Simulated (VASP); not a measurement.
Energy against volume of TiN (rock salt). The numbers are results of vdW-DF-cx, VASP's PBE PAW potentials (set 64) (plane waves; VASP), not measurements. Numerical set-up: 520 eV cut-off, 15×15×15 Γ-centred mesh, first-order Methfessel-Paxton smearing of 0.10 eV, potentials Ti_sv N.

| V (Å³/atom) | E (eV/atom) |
|---|---|
| 9.095 | -8.00202 |
| 9.376 | -8.01033 |
| 9.658 | -8.00311 |
| 9.939 | -7.98264 |

Question: Fit these four points and predict the energy of the run at 8.814 Å³/atom.

Answer: A cubic in V^(−2/3), the third-order Birch-Murnaghan form, passes through the four points with V0 = 9.38 Å³/atom and B0 = 293 GPa, and gives -7.9756 eV/atom there. The run gave -7.9755 eV/atom, +0.1 meV/atom from the fit; all five points give B0 = 294 GPa.

The compound is TiN in the rock salt structure. It was relaxed first.
